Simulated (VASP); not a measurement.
# A VASP study of SrO (LDA): structure first, properties next, part 3 of 4

Aim: relax SrO, then compute properties on the relaxed cell. The start is a cell from a database of measured crystal structures.

VASP 6.6.1; LDA; plane waves and PAW (Sr_sv, O).

So far, gap on the k-mesh (eV): step 2 (relaxing cell and atoms (LDA)) 3.13; step 6 (total and projected DOS (LDA)) 3.10. The relaxed cell has a = 5.078 Å (conventional setting).

The database entry behind the starting cell differs from later determinations by our own check (about 0.5 % short), so it need not match the best structure at ambient conditions.

### 7. Dielectric tensor and Born charges (LDA)

The response to a static field gives the electronic dielectric tensor and the Born charges. It needs tightly converged orbitals, hence the small EDIFF.

Contents of INCAR:

```
SYSTEM = SrO
PREC = Accurate
ENCUT = 520
EDIFF = 1E-08
NELM = 100
ISMEAR = 0
SIGMA = 0.01
LREAL = .FALSE.
ALGO = Normal
GGA = CA
NBANDS = 14
LORBIT = 11
LWAVE = .FALSE.
LCHARG = .FALSE.
KPAR = 2
LEPSILON = .TRUE.
```

Contents of POSCAR:

```
SrO
1.0
    0.0000000000      2.5389439424      2.5389439424
    2.5389439424      0.0000000000      2.5389439424
    2.5389439424      2.5389439424      0.0000000000
Sr O
1 1
Direct
    0.5000000000      0.5000000000      0.5000000000
    0.0000000000      0.0000000000      0.0000000000
```

Contents of KPOINTS:

```
Automatic mesh
0
Gamma
11 11 11
0 0 0
```

PAW data sets: Sr_sv and O (LDA family, release 64).

Launch:

```
$ mpirun -np 2 vasp_std
```

What it wrote:

```text
[... set-up lines as in an earlier step ...]
 entering main loop
       N       E                     dE             d eps       ncg     rms          rms(c)
DAV:   1     0.630359160157E+02    0.63036E+02   -0.80073E+03  1576   0.109E+03
DAV:   2    -0.121845791808E+02   -0.75220E+02   -0.69058E+02  2182   0.229E+02
DAV:   3    -0.155350209023E+02   -0.33504E+01   -0.33328E+01  2260   0.414E+01
DAV:   4    -0.155817244411E+02   -0.46704E-01   -0.46683E-01  1934   0.370E+00
DAV:   5    -0.155822060307E+02   -0.48159E-03   -0.48152E-03  1976   0.316E-01    0.185E+01
DAV:   6    -0.136000145484E+02    0.19822E+01   -0.68317E+00  1598   0.210E+01    0.223E+01
DAV:   7    -0.134357139957E+02    0.16430E+00   -0.38961E-01  1872   0.548E+00    0.124E+01
DAV:   8    -0.133867951590E+02    0.48919E-01   -0.13641E-01  1964   0.352E+00    0.139E+00
DAV:   9    -0.133876897704E+02   -0.89461E-03   -0.57434E-03  2332   0.474E-01    0.288E-01
DAV:  10    -0.133875972805E+02    0.92490E-04   -0.31591E-04  1754   0.196E-01    0.151E-01
DAV:  11    -0.133876175736E+02   -0.20293E-04   -0.48064E-05  1784   0.627E-02    0.186E-02
DAV:  12    -0.133876190231E+02   -0.14495E-05   -0.33699E-06  1828   0.147E-02    0.108E-02
DAV:  13    -0.133876187181E+02    0.30499E-06   -0.13706E-06  1826   0.877E-03    0.200E-03
DAV:  14    -0.133876187361E+02   -0.17946E-07   -0.61982E-08  1734   0.222E-03    0.106E-03
DAV:  15    -0.133876187357E+02    0.34356E-09   -0.11892E-09   958   0.366E-04
   1 F= -.13387619E+02 E0= -.13387619E+02  d E =-.454642-106
 Linear response reoptimize wavefunctions to high precision
DAV:   1    -0.133876187356E+02    0.12597E-09   -0.53847E-10  1278   0.227E-04
DAV:   2    -0.133876187356E+02   -0.79581E-11   -0.11220E-10   826   0.793E-05
 Linear response G [H, r] |phi>, progress :
  Direction:   1
       N       E                     dE             d eps       ncg     rms
RMM:   1    -0.565628593819E+02   -0.56563E+02    0.48214E+02  2943   0.108E+02
RMM:   2    -0.588748257201E+02   -0.23120E+01   -0.90233E+00  2752   0.181E+01
RMM:   3    -0.594430510176E+02   -0.56823E+00   -0.29040E+00  3443   0.586E+00
RMM:   4    -0.595241574401E+02   -0.81106E-01   -0.51983E-01  3622   0.228E+00
RMM:   5    -0.595447770998E+02   -0.20620E-01   -0.11638E-01  3695   0.950E-01
RMM:   6    -0.595479735398E+02   -0.31964E-02   -0.29153E-02  3627   0.435E-01
RMM:   7    -0.595488695614E+02   -0.89602E-03   -0.27913E-03  3574   0.201E-01
RMM:   8    -0.595490169907E+02   -0.14743E-03   -0.45527E-04  3622   0.981E-02
RMM:   9    -0.595490499391E+02   -0.32948E-04   -0.70240E-04  3644   0.495E-02
RMM:  10    -0.595490571244E+02   -0.71853E-05    0.29135E-03  3544   0.252E-02
RMM:  11    -0.595490612191E+02   -0.40947E-05    0.20935E-03  3509   0.135E-02
RMM:  12    -0.595490626947E+02   -0.14757E-05    0.30637E-04  3314   0.732E-03
RMM:  13    -0.595490632918E+02   -0.59709E-06   -0.18954E-04  3063   0.407E-03
RMM:  14    -0.595490635887E+02   -0.29688E-06   -0.19396E-04  2662   0.233E-03
RMM:  15    -0.595490638284E+02   -0.23969E-06    0.82009E-05  2394   0.138E-03
RMM:  16    -0.595490638681E+02   -0.39673E-07    0.11689E-04  2141   0.834E-04
RMM:  17    -0.595490639691E+02   -0.10102E-06    0.48117E-06  1944   0.519E-04
RMM:  18    -0.595490639954E+02   -0.26324E-07    0.34626E-05  1765   0.333E-04
RMM:  19    -0.595490640116E+02   -0.16181E-07    0.14630E-05  1616   0.221E-04
RMM:  20    -0.595490640352E+02   -0.23591E-07    0.13602E-05  1521   0.153E-04
RMM:  21    -0.595490640451E+02   -0.99516E-08    0.10895E-05  1407   0.113E-04
RMM:  22    -0.595490640551E+02   -0.99483E-08    0.58355E-06  1320   0.874E-05
RMM:  23    -0.595490640608E+02   -0.56736E-08    0.13677E-07  1258   0.714E-05
RMM:  24    -0.595490640657E+02   -0.49553E-08   -0.73507E-07  1184   0.612E-05
RMM:  25    -0.595490640690E+02   -0.32866E-08   -0.40084E-07  1109   0.547E-05
RMM:  26    -0.595490640711E+02   -0.21464E-08    0.74882E-07  1082   0.506E-05
RMM:  27    -0.595490640731E+02   -0.19578E-08   -0.49243E-07  1028   0.480E-05
RMM:  28    -0.595490640739E+02   -0.82748E-09   -0.23789E-08   972   0.464E-05
 Linear response G [H, r] |phi>, progress :
  Direction:   2
       N       E                     dE             d eps       ncg     rms
RMM:   1    -0.477877012767E+02   -0.47788E+02    0.55650E+02  2928   0.112E+02
RMM:   2    -0.514000114782E+02   -0.36123E+01   -0.70378E+00  2763   0.180E+01
RMM:   3    -0.517221546345E+02   -0.32214E+00   -0.18690E+00  3454   0.562E+00
RMM:   4    -0.517871564598E+02   -0.65002E-01   -0.33196E-01  3636   0.205E+00
RMM:   5    -0.518000734947E+02   -0.12917E-01   -0.63351E-02  3714   0.819E-01
RMM:   6    -0.518023927387E+02   -0.23192E-02   -0.18242E-02  3663   0.363E-01
RMM:   7    -0.518029703646E+02   -0.57763E-03   -0.54303E-04  3645   0.162E-01
RMM:   8    -0.518030903487E+02   -0.11998E-03    0.81674E-04  3718   0.763E-02
RMM:   9    -0.518031231849E+02   -0.32836E-04    0.13185E-03  3714   0.368E-02
RMM:  10    -0.518031314192E+02   -0.82343E-05    0.70144E-05  3648   0.179E-02
RMM:  11    -0.518031340746E+02   -0.26555E-05    0.10573E-03  3588   0.918E-03
RMM:  12    -0.518031347820E+02   -0.70733E-06    0.41158E-04  3351   0.467E-03
RMM:  13    -0.518031349031E+02   -0.12116E-06   -0.14110E-04  3099   0.228E-03
RMM:  14    -0.518031349681E+02   -0.64998E-07   -0.58025E-04  2686   0.123E-03
RMM:  15    -0.518031349421E+02    0.26060E-07   -0.60594E-05  2419   0.687E-04
RMM:  16    -0.518031350718E+02   -0.12969E-06    0.25294E-05  2112   0.402E-04
RMM:  17    -0.518031350189E+02    0.52808E-07   -0.38309E-05  1874   0.246E-04
RMM:  18    -0.518031350054E+02    0.13592E-07   -0.11919E-05  1710   0.159E-04
RMM:  19    -0.518031350177E+02   -0.12301E-07   -0.15998E-05  1619   0.110E-04
RMM:  20    -0.518031350085E+02    0.91185E-08   -0.33731E-06  1514   0.817E-05
RMM:  21    -0.518031350145E+02   -0.59896E-08   -0.32305E-06  1394   0.656E-05
RMM:  22    -0.518031350100E+02    0.45170E-08   -0.22138E-06  1322   0.564E-05
RMM:  23    -0.518031350111E+02   -0.11000E-08   -0.69351E-07  1235   0.510E-05
RMM:  24    -0.518031350113E+02   -0.18785E-09   -0.32999E-07  1174   0.482E-05
RMM:  25    -0.518031350115E+02   -0.18863E-09    0.62579E-09  1117   0.468E-05
 Linear response G [H, r] |phi>, progress :
  Direction:   3
       N       E                     dE             d eps       ncg     rms
RMM:   1    -0.524725546583E+02   -0.52473E+02    0.52194E+02  2950   0.106E+02
RMM:   2    -0.543287626849E+02   -0.18562E+01   -0.98510E+00  2786   0.178E+01
RMM:   3    -0.549068064508E+02   -0.57804E+00   -0.27955E+00  3318   0.550E+00
RMM:   4    -0.549928262193E+02   -0.86020E-01   -0.39507E-01  3442   0.191E+00
[...]
RMM:   4    -0.366219232329E+00   -0.45400E-03   -0.79706E-04  3722   0.841E-02
RMM:   5    -0.366252599082E+00   -0.33367E-04   -0.82024E-05  3596   0.291E-02
RMM:   6    -0.366257766808E+00   -0.51677E-05   -0.15308E-05  3576   0.101E-02
RMM:   7    -0.366258282117E+00   -0.51531E-06   -0.12653E-06  3513   0.392E-03
RMM:   8    -0.366258376319E+00   -0.94202E-07   -0.16009E-06  3566   0.158E-03
RMM:   9    -0.366258388443E+00   -0.12124E-07   -0.14299E-06  3436   0.611E-04
RMM:  10    -0.366258390581E+00   -0.21373E-08   -0.32061E-07  3221   0.263E-04
RMM:  11    -0.366258391550E+00   -0.96970E-09   -0.32245E-07  2820   0.118E-04
RMM:  12    -0.366258391438E+00    0.11261E-09   -0.89843E-08  2216   0.622E-05
 change of polarisation eV/A/(eV/A) component  1 :     0.733     0.075     0.029
 dielectric tensor                  component  1 :     5.049     0.414     0.158
 Linear response to external field (no local field effect), progress :
  Direction:   2
       N       E                     dE             d eps       ncg     rms          rms(c)
RMM:   1    -0.233853102287E+00   -0.23385E+00   -0.83942E-01  3614   0.263E+00
RMM:   2    -0.249117221632E+00   -0.15264E-01   -0.37186E-02  3217   0.663E-01
RMM:   3    -0.251133498490E+00   -0.20163E-02   -0.52842E-03  3595   0.227E-01
RMM:   4    -0.251421657625E+00   -0.28816E-03   -0.48357E-04  3784   0.704E-02
RMM:   5    -0.251441654564E+00   -0.19997E-04   -0.50720E-05  3704   0.242E-02
RMM:   6    -0.251444357055E+00   -0.27025E-05   -0.60869E-06  3707   0.829E-03
RMM:   7    -0.251444640596E+00   -0.28354E-06   -0.38733E-06  3656   0.318E-03
RMM:   8    -0.251444686341E+00   -0.45745E-07   -0.93599E-07  3679   0.129E-03
RMM:   9    -0.251444694031E+00   -0.76899E-08   -0.77575E-07  3559   0.498E-04
RMM:  10    -0.251444695065E+00   -0.10334E-08   -0.23627E-07  3338   0.207E-04
RMM:  11    -0.251444694480E+00    0.58429E-09   -0.11138E-07  2920   0.939E-05
RMM:  12    -0.251444693846E+00    0.63406E-09   -0.30128E-09  2215   0.529E-05
 change of polarisation eV/A/(eV/A) component  2 :     0.075     0.503    -0.031
 dielectric tensor                  component  2 :     0.414     3.780    -0.171
 Linear response to external field (no local field effect), progress :
  Direction:   3
       N       E                     dE             d eps       ncg     rms          rms(c)
RMM:   1    -0.213670017398E+00   -0.21367E+00   -0.58456E-01  3466   0.266E+00
RMM:   2    -0.227244612650E+00   -0.13575E-01   -0.36648E-02  3066   0.635E-01
RMM:   3    -0.229322467954E+00   -0.20779E-02   -0.48433E-03  3342   0.205E-01
RMM:   4    -0.229578374464E+00   -0.25591E-03   -0.47305E-04  3475   0.653E-02
RMM:   5    -0.229599316471E+00   -0.20942E-04   -0.49606E-05  3239   0.230E-02
RMM:   6    -0.229602567673E+00   -0.32512E-05   -0.57209E-06  3189   0.811E-03
RMM:   7    -0.229602906725E+00   -0.33905E-06   -0.38745E-07  3125   0.319E-03
RMM:   8    -0.229602973261E+00   -0.66536E-07   -0.89027E-07  3124   0.127E-03
RMM:   9    -0.229602981115E+00   -0.78546E-08    0.56916E-07  3012   0.499E-04
RMM:  10    -0.229602983413E+00   -0.22979E-08   -0.16752E-08  2808   0.207E-04
 change of polarisation eV/A/(eV/A) component  3 :     0.029    -0.031     0.459
 dielectric tensor                  component  3 :     0.158    -0.171     3.539
 Linear response to external field, progress :
  Direction:   1
       N       E                     dE             d eps       ncg     rms          rms(c)
RMM:   1    -0.261189250008E+00   -0.26119E+00   -0.89550E-01  7902   0.277E+00
RMM:   2    -0.279647177010E+00   -0.18458E-01   -0.44911E-02  7013   0.695E-01    0.866E-01
RMM:   3    -0.269087279523E+00    0.10560E-01   -0.12448E-02  6176   0.778E-01    0.499E-01
RMM:   4    -0.274920062580E+00   -0.58328E-02   -0.83980E-03  6506   0.678E-01    0.189E-01
RMM:   5    -0.278802553037E+00   -0.38825E-02   -0.13738E-03  7385   0.208E-01    0.292E-02
RMM:   6    -0.279141887942E+00   -0.33933E-03   -0.25442E-04  8133   0.684E-02    0.216E-02
RMM:   7    -0.279481340495E+00   -0.33945E-03   -0.28327E-05  7922   0.251E-02    0.612E-03
RMM:   8    -0.279425064527E+00    0.56276E-04   -0.81204E-06  8215   0.980E-03    0.201E-03
RMM:   9    -0.279427838284E+00   -0.27738E-05   -0.12057E-06  8333   0.391E-03    0.125E-03
RMM:  10    -0.279435326916E+00   -0.74886E-05   -0.54158E-07  8361   0.171E-03    0.347E-04
RMM:  11    -0.279437030320E+00   -0.17034E-05   -0.37089E-07  8302   0.683E-04    0.191E-04
RMM:  12    -0.279437107085E+00   -0.76765E-07   -0.23386E-07  7797   0.299E-04    0.285E-05
RMM:  13    -0.279436980537E+00    0.12655E-06   -0.11260E-07  6463   0.127E-04    0.250E-05
RMM:  14    -0.279436953955E+00    0.26582E-07   -0.22102E-08  4877   0.647E-05    0.401E-06
 change of polarisation eV/A/(eV/A) component  1 :     0.524     0.043     0.017
 dielectric tensor                  component  1 :     3.898     0.236     0.093
 Linear response to external field, progress :
  Direction:   2
       N       E                     dE             d eps       ncg     rms          rms(c)
RMM:   1    -0.261255192512E+00   -0.26126E+00   -0.89616E-01  7925   0.278E+00
RMM:   2    -0.279649545624E+00   -0.18394E-01   -0.44977E-02  7043   0.698E-01    0.866E-01
RMM:   3    -0.269083747030E+00    0.10566E-01   -0.12420E-02  6192   0.778E-01    0.499E-01
RMM:   4    -0.274916088474E+00   -0.58323E-02   -0.83927E-03  6524   0.678E-01    0.189E-01
RMM:   5    -0.278801904971E+00   -0.38858E-02   -0.13826E-03  7430   0.208E-01    0.293E-02
RMM:   6    -0.279140149589E+00   -0.33824E-03   -0.25493E-04  8169   0.687E-02    0.217E-02
RMM:   7    -0.279468229286E+00   -0.32808E-03   -0.20127E-05  7980   0.251E-02    0.685E-03
RMM:   8    -0.279436983010E+00    0.31246E-04   -0.33911E-07  8198   0.100E-02    0.222E-03
RMM:   9    -0.279427485459E+00    0.94976E-05   -0.31070E-06  8402   0.418E-03    0.127E-03
RMM:  10    -0.279435320289E+00   -0.78348E-05   -0.23344E-07  8411   0.183E-03    0.366E-04
RMM:  11    -0.279436782582E+00   -0.14623E-05   -0.43648E-07  8316   0.737E-04    0.183E-04
RMM:  12    -0.279437018275E+00   -0.23569E-06   -0.27094E-07  7828   0.324E-04    0.295E-05
RMM:  13    -0.279436992724E+00    0.25552E-07   -0.10918E-07  6566   0.138E-04    0.187E-05
RMM:  14    -0.279436843248E+00    0.14948E-06   -0.47866E-08  5093   0.700E-05    0.530E-06
 change of polarisation eV/A/(eV/A) component  2 :     0.034     0.524     0.003
 dielectric tensor                  component  2 :     0.187     3.898     0.018
 Linear response to external field, progress :
  Direction:   3
       N       E                     dE             d eps       ncg     rms          rms(c)
RMM:   1    -0.261255628739E+00   -0.26126E+00   -0.89617E-01  7923   0.278E+00
RMM:   2    -0.279647757594E+00   -0.18392E-01   -0.44968E-02  7042   0.698E-01    0.866E-01
RMM:   3    -0.269083988072E+00    0.10564E-01   -0.12426E-02  6193   0.778E-01    0.499E-01
RMM:   4    -0.274916005313E+00   -0.58320E-02   -0.83927E-03  6525   0.678E-01    0.189E-01
RMM:   5    -0.278801888237E+00   -0.38859E-02   -0.13821E-03  7430   0.208E-01    0.293E-02
RMM:   6    -0.279140380632E+00   -0.33849E-03   -0.25509E-04  8175   0.687E-02    0.218E-02
RMM:   7    -0.279468192484E+00   -0.32781E-03   -0.20682E-05  7972   0.250E-02    0.685E-03
RMM:   8    -0.279437073723E+00    0.31119E-04    0.42868E-06  8202   0.100E-02    0.223E-03
RMM:   9    -0.279427456904E+00    0.96168E-05    0.10368E-06  8412   0.415E-03    0.126E-03
RMM:  10    -0.279435267332E+00   -0.78104E-05   -0.76784E-08  8413   0.179E-03    0.346E-04
RMM:  11    -0.279436913027E+00   -0.16457E-05    0.31543E-07  8336   0.724E-04    0.179E-04
RMM:  12    -0.279437112508E+00   -0.19948E-06    0.10753E-08  7798   0.317E-04    0.244E-05
RMM:  13    -0.279437039064E+00    0.73444E-07    0.42264E-08  6567   0.136E-04    0.202E-05
RMM:  14    -0.279436816185E+00    0.22288E-06    0.43741E-08  5047   0.690E-05    0.601E-06
 change of polarisation eV/A/(eV/A) component  3 :     0.007     0.030     0.524
 dielectric tensor                  component  3 :     0.041     0.164     3.898
 Born effective charges drift removed
```

Wall time 4.3 min (2 MPI ranks of AMD EPYC 7R43, shared host); peak memory 0.51 GiB; 8.5 min of CPU time.

From OUTCAR (step 7):

```text
   k-points           NKPTS =     56   k-points in BZ     NKDIM =     56   number of bands    NBANDS=     14

   NELECT =      16.0000    total number of electrons

  Total       -0.0013860     -0.0013860     -0.0013860     -0.0000000      0.0000000     -0.0000000
  in kB       -0.0678412     -0.0678412     -0.0678412     -0.0000000      0.0000000     -0.0000000
  external PRESSURE =      -0.0678412 kB  Pullay stress =       0.0000000 kB

 POSITION                                       TOTAL-FORCE (eV/Angst)
 -----------------------------------------------------------------------------------
      2.53894      2.53894      2.53894        -0.000000     -0.000000      0.000000
      0.00000      0.00000      0.00000         0.000000      0.000000     -0.000000
 -----------------------------------------------------------------------------------
    total drift:                                0.000000      0.000000      0.000000

 MACROSCOPIC STATIC DIELECTRIC TENSOR (including local field effects in DFT)
 ------------------------------------------------------
           3.897788    -0.000000     0.000000
          -0.000000     3.897788     0.000000
           0.000000    -0.000000     3.897788
 ------------------------------------------------------

 PIEZOELECTRIC TENSOR (including local field effects)  for field in x, y, z        (C/m^2)
          XX          YY          ZZ          XY          YZ          ZX
  --------------------------------------------------------------------------------
  x     0.00000     0.00000     0.00000     0.00000     0.00000     0.00000
  y     0.00000     0.00000     0.00000     0.00000     0.00000     0.00000
  z     0.00000     0.00000     0.00000     0.00000     0.00000     0.00000

 BORN EFFECTIVE CHARGES (including local field effects) (in |e|, cummulative output)
 ---------------------------------------------------------------------------------
 ion    1
    1     2.47588     0.00000     0.00000
    2    -0.00000     2.47588     0.00000
    3     0.00000     0.00000     2.47588
 ion    2
    1    -2.47588    -0.00000     0.00000
    2     0.00000    -2.47588     0.00000
    3     0.00000     0.00000    -2.47588

[... 6 parts as in an earlier step ...]

[... 4 further parts left out ...]
```

Energies printed during the response cycles are not total energies of the cell.

This step gave:

- bands: 14
- irreducible k-points: 56
- Fermi energy: 1.683 eV
- pressure: -0.006784 GPa
- conduction bottom at k: 0.4545, 0.4545, 0
- least direct gap at k: 0.4545, 0.4545, 0
- gap on the k-mesh: 3.108 eV
- least direct gap on the k-mesh: 3.170 eV

Electronic dielectric tensor with local fields:

```
3.90 0.00 0.00
0.00 3.90 0.00
0.00 0.00 3.90
```

Born effective charge (e), principal values of the symmetric part by kind of site:

| atom | atoms with these values | low | middle | high | mean |
| --- | --- | --- | --- | --- | --- |
| Sr1 | 1 | 2.48 | 2.48 | 2.48 | 2.48 |
| O2 | 1 | -2.48 | -2.48 | -2.48 | -2.48 |

In full for O2:

```
-2.48  0.00  0.00
 0.00 -2.48  0.00
 0.00  0.00 -2.48
```

The Born charges sum to zero; the printed set may have that rule imposed, so this is no test. The mean Born charge of O, -2.48 e, exceeds its nominal -2, the mark of charge that flows along bonds as atoms move.

[end of part 3 of 4]

[Lines on the potential files, build, host, timing and source positions are cut from VASP's logs without a mark.]

[Logs are printed without paths, hosts, clocks, repeated set-up lines and the standing remarks that a program may print on its own settings, such as how far it seeks lower states.]

[Hosts, paths, dates, database ids (printed as entryN), source tags and the programs' standing remarks are cut or masked in the printed files.]

[A measured line is paired with the nearest computed mode of its activity, which favours agreement.]
